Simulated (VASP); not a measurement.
The input files of a VASP run:

### KPOINTS
```
kpoints
0
gamma
  7 7 7
```

INCAR:
```
SYSTEM  =  Al3Sc
PREC  =  Accurate; ENCUT  =  400; LREAL  =  .FALSE.
LASPH  =  .TRUE.
EDIFF  =  1E-6; NELM  =  100; ALGO  =  Normal
LMAXMIX  =  4
ISMEAR  =  1; SIGMA  =  0.1
GGA  =  PS
IBRION  =  2; NSW  =  60; ISIF  =  3
EDIFFG  =  -0.02
LWAVE  =  .FALSE.; LCHARG  =  .FALSE.
```

File POSCAR:
```
Al3Sc
1.0
  4.0715235982   0.0000000000   0.0000000000
  0.0000000000   4.0715235982   0.0000000000
  0.0000000000   0.0000000000   4.0715235982
Sc Al
1 3
Cart
  0.0000000000   0.0000000000   0.0000000000
  0.0000000000   2.0357617991   2.0357617991
  2.0357617991   0.0000000000   2.0357617991
  2.0357617991   2.0357617991   0.0000000000
```

POTCAR, in this order: Sc_sv Al (PBE.64 set). Program: vasp_std.

Task: Write an equivalent input for Ansatz.

Result: One equivalent input (not run):
Ansatz 0.2 input:
```yaml
crystal:
  lattice:
    - [4.0715236, 0.0000000, 0.0000000]
    - [0.0000000, 4.0715236, 0.0000000]
    - [0.0000000, 0.0000000, 4.0715236]
  atoms:
    - { symbol: Sc, position: [0.0000000, 0.0000000, 0.0000000] }
    - { symbol: Al, position: [0.0000000, 0.5000000, 0.5000000] }
    - { symbol: Al, position: [0.5000000, 0.0000000, 0.5000000] }
    - { symbol: Al, position: [0.5000000, 0.5000000, 0.0000000] }
kpoints:
  mp_grid: { grid: [7, 7, 7] }
hamiltonian:
  xc: pbesol
  pseudopotentials: { kind: paw }
scf:
  occupations: { method: methfessel_paxton, width: 0.1 }
  max_iter: 100
relax:
  max_steps: 60
  f_tol: 0.02
  cell: {}
output: { forces: true, stress: true, eigenvalues: true }
```
What does not carry over: each code has its own PAW files, so the cut-off isn't converted (ENCUT is set for VASP's; basis.ecutwfc is left out, and Ansatz then takes the one that its files recommend); Ansatz stops its SCF on the density residual and VASP on the energy change (EDIFF).

The compound is Al3Sc in the L1_2 structure. It was relaxed first. The start is the result of an earlier pass.
